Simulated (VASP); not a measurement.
Given:

```cif
data_SrTe
_chemical_formula_sum 'Sr1 Te1'
_space_group_name_H-M_alt 'P 1'
_space_group_IT_number 1
_cell_length_a 4.70498
_cell_length_b 4.70498
_cell_length_c 4.70498
_cell_angle_alpha 60.000
_cell_angle_beta 60.000
_cell_angle_gamma 60.000
loop_
_space_group_symop_operation_xyz
  'x, y, z'
loop_
_atom_site_label
_atom_site_type_symbol
_atom_site_fract_x
_atom_site_fract_y
_atom_site_fract_z
_atom_site_occupancy
Sr1 Sr 0.00000 0.00000 0.00000 1
Te1 Te 0.50000 0.50000 0.50000 1
```

All values below come from optB86b-vdW, VASP's PBE PAW potentials (set 64) (plane waves; VASP). Numerical set-up: 520 eV cut-off, 7×7×7 Γ-centred mesh, Gaussian smearing of 0.050 eV, potentials Sr_sv Te.

Q: Give the energy at these volumes per atom, relative to the lowest: 34.60, 35.70, 36.81, 37.91, 39.02 Å³.

A: 16.6, 4.0, 0.0, 3.4, 13.0 meV/atom. A third-order Birch-Murnaghan fit gives B0 = 35.4 GPa and B0′ = 4.2.

Measured: bulk modulus 39.5 GPa (computed value off by -10.3 %), a 6.659 Å (computed value off by -0.1 %), as given by S. C. Rakesh Roshan et al., ACS Applied Energy Materials (2021), arXiv:2110.13857. The calculation is for a static lattice, while the measured bulk modulus, a hold thermal and zero-point effects, which are part of the difference.

The compound is SrTe in the rock salt structure. It was relaxed first.
